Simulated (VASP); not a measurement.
The system is TiTe2.

```
Ti Te
1.0
     3.77700    0.00000    0.00000
    -1.88850    3.27098    0.00000
     0.00000    0.00000    6.49800
Ti Te
1 2
Direct
  0.00000 0.00000 0.00000
  0.66667 0.33333 0.26280
  0.33333 0.66667 0.73720
```

- Program: VASP 6.6.1
- Task: relaxation of cell and atoms
- Functional: r2SCAN
- Potentials or basis: VASP PAW PBE potentials, release 64 (Ti_sv, Te)
- Cutoff: 600 eV
- k mesh: 9 × 9 × 4
- Occupations: gaussian, width 0.02 eV
- Spin: no spin polarisation

At the start: pressure 1.1 GPa; volume 26.76 Å³/atom.

Q: Where does the relaxation end?

A: Over 17 steps the energy falls by 9.1 meV/atom and the volume is 28.34 Å³/atom (+5.9 %); space group P-3m1 (No. 164, to 0.05 Å).

Step by step:
| step | energy change (eV) | largest force (eV/Å) | pressure (GPa) | volume (Å³) |
| --- | --- | --- | --- | --- |
| 1 | 0.0000 | 0.1900 | 1.07 | 80.28 |
| 2 | -0.0103 | 0.3029 | -0.30 | 82.37 |
| 3 | -0.0104 | 0.3157 | -0.47 | 82.64 |
| 4 | -0.0181 | 0.1524 | -0.18 | 83.09 |
| 5 | -0.0196 | 0.0425 | 0.02 | 83.40 |
| 6 | -0.0224 | 0.0219 | 0.12 | 83.56 |
| 7 | -0.0262 | 0.0366 | 0.44 | 84.04 |
| 8 | -0.0259 | 0.1070 | -0.47 | 85.45 |
| 9 | -0.0270 | 0.0310 | 0.01 | 84.70 |
| 10 | -0.0271 | 0.0205 | -0.01 | 84.82 |
| 11 | -0.0272 | 0.0099 | -0.03 | 84.95 |
| 12 | -0.0272 | 0.0054 | 0.06 | 84.89 |
| 13 | -0.0272 | 0.0014 | 0.04 | 84.90 |
| 14 | -0.0272 | 0.0014 | 0.04 | 84.93 |
| 15 | -0.0272 | 0.0014 | 0.04 | 84.97 |
| 16 | -0.0272 | 0.0079 | -0.02 | 85.06 |
| 17 | -0.0272 | 0.0038 | 0.00 | 85.02 |

Final structure:
```yaml
crystal:
  lattice:
    - [3.82295, 0.00000, 0.00000]
    - [-1.91147, 3.31077, 0.00000]
    - [0.00000, 0.00000, 6.71757]
  atoms:
    - { symbol: Ti, position: [0.00000, 0.00000, 0.00000] }
    - { symbol: Te, position: [0.66667, 0.33333, 0.25062] }
    - { symbol: Te, position: [0.33333, 0.66667, 0.74938] }
```

Caveat: the PAW data sets were made with another functional, which shifts forces and pressure a little.
